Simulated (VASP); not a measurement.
Here is the system:

```
CELL_PARAMETERS angstrom
      0.00000     3.17997     3.17997
      3.17997     0.00000     3.17997
      3.17997     3.17997     0.00000
ATOMIC_POSITIONS crystal
  Mg 0.25000 0.25000 0.25000
  Mg 0.75000 0.75000 0.75000
  Si 0.00000 0.00000 0.00000
```

Method: PBE GGA, VASP's PBE PAW potentials (set 64) (plane waves; VASP). Run with 500 eV cut-off, 6×6×6 Γ-centred mesh, Gaussian smearing of 0.050 eV, potentials Mg Si.

Predict the energy per atom (σ→0), band gap (on the k-mesh) with the smallest direct gap where there is one.

* **band gap (on the k-mesh)**: 0.21 eV
* **smallest direct gap (on the k-mesh)**: 1.85 eV
* **energy per atom (σ→0)**: -2.965 eV/atom

The compound is Mg2Si in the antifluorite structure. It was relaxed first.
